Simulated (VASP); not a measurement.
Given:

```
CELL_PARAMETERS angstrom
      0.00000     1.96000     1.96000
      1.96000     0.00000     1.96000
      1.96000     1.96000     0.00000
ATOMIC_POSITIONS crystal
  Pt 0.00000 0.00000 0.00000
```

The numbers are results of PBE GGA, VASP's PBE PAW potentials (set 64) (plane waves; VASP), not measurements. Numerical set-up: 400 eV cut-off, 3×3×3 Γ-centred mesh, first-order Methfessel-Paxton smearing of 0.10 eV, potentials Pt.

Gaps are read on the run's mesh, which can miss a band edge. Unless said otherwise, spin-orbit coupling is left out, though it shifts the bands of the heavy elements here.

Q: Estimate the energy per atom (σ→0), pressure, band gap (on the k-mesh) with the smallest direct gap where there is one.

A: 
- band gap (on the k-mesh): none (metal, semimetal or under 0.01 eV)
- energy per atom (σ→0): -5.430 eV/atom
- pressure: 18.87 GPa

The absolute energy has meaning only against runs of the same code, potentials and settings.

The compound is Pt in the fcc structure. The cell was not relaxed at this level. The k-mesh is coarse (spacing up to 0.93 per Å, 2π included), so the numbers may not be converged in it. The run is one of a series of settings (KPOINTS 3×3×3 Γ-centred mesh against the base run), some of them coarse on purpose.
